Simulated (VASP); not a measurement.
The system is Br.

```
Br
1.0
     3.36325   -2.32255    0.00000
     3.36325    2.32255    0.00000
     0.00000    0.00000    8.70230
Br
4
Cartesian
  3.3632 -1.6959 0.9564
  3.3632 -0.6266 5.3075
  3.3632 1.6959 7.7459
  3.3632 0.6266 3.3948
```

```yaml
Program: VASP 6.6.1
Task: relaxation of cell and atoms
Functional: LDA
Potentials_or_basis: VASP PAW LDA potentials, release 64 (Br)
Cutoff: 600 eV
k_mesh: 8 × 8 × 4
Occupations: gaussian, width 0.03 eV
Spin: no spin polarisation
```

At the start: pressure -1.2 GPa; volume 33.99 Å³/atom.

**Question.** How do energy, volume and symmetry change on relaxing?

**Answer.** Over 26 steps the energy falls by 110.6 meV/atom and the volume is 27.52 Å³/atom (-19.0 %); space group Cmce (No. 64, to 0.05 Å).

Step by step:
| step | energy change (eV) | largest force (eV/Å) | pressure (GPa) | volume (Å³) |
| --- | --- | --- | --- | --- |
| 1 | 0.0000 | 0.7274 | -1.19 | 135.95 |
| 2 | -0.1238 | 0.2738 | -2.09 | 131.05 |
| 3 | -0.2777 | 0.4233 | -2.99 | 119.70 |
| 4 | -0.3435 | 0.3466 | -1.99 | 115.52 |
| 5 | -0.3774 | 0.3303 | -0.58 | 111.09 |
| 6 | -0.3785 | 0.3397 | -0.21 | 110.11 |
| 7 | -0.3865 | 0.2777 | -0.15 | 110.27 |
| 8 | -0.4009 | 0.1620 | 0.09 | 110.74 |
| 9 | -0.4026 | 0.2076 | 0.23 | 110.97 |
| 10 | -0.4097 | 0.1538 | -0.10 | 111.49 |
| 11 | -0.4157 | 0.0531 | -0.74 | 112.53 |
| 12 | -0.4221 | 0.0798 | -0.59 | 112.10 |
| 13 | -0.4337 | 0.1771 | -0.09 | 110.77 |
| 14 | -0.4346 | 0.2183 | 0.12 | 110.25 |
| 15 | -0.4395 | 0.1147 | -0.08 | 110.06 |
| 16 | -0.4404 | 0.0637 | -0.20 | 109.93 |
| 17 | -0.4416 | 0.0443 | 0.08 | 109.44 |
| 18 | -0.4416 | 0.0413 | 0.13 | 109.36 |
| 19 | -0.4419 | 0.0160 | 0.04 | 109.51 |
| 20 | -0.4420 | 0.0216 | 0.02 | 109.57 |
| 21 | -0.4421 | 0.0157 | 0.03 | 109.67 |
| 22 | -0.4422 | 0.0063 | 0.06 | 109.84 |
| 23 | -0.4423 | 0.0126 | -0.05 | 110.09 |
| 24 | -0.4423 | 0.0123 | -0.04 | 110.07 |
| 25 | -0.4423 | 0.0115 | -0.03 | 110.04 |
| 26 | -0.4423 | 0.0023 | -0.01 | 110.07 |

Final structure:
```xyz
4
Lattice="3.3306 -1.9631 0.0000 3.3306 1.9631 0.0000 0.0000 0.0000 8.4175" Properties=species:S:1:pos:R:3 pbc="T T T"
Br    3.3306   -1.3243    1.0173
Br    3.3306   -0.6388    5.2261
Br    3.3306    1.3243    7.4001
Br    3.3306    0.6388    3.1914
```

Caveat: the volume moved by over 15 % at a fixed basis, so the end points are rough; the volume moved by -19 % from the deposited cell, more than functionals usually miss.
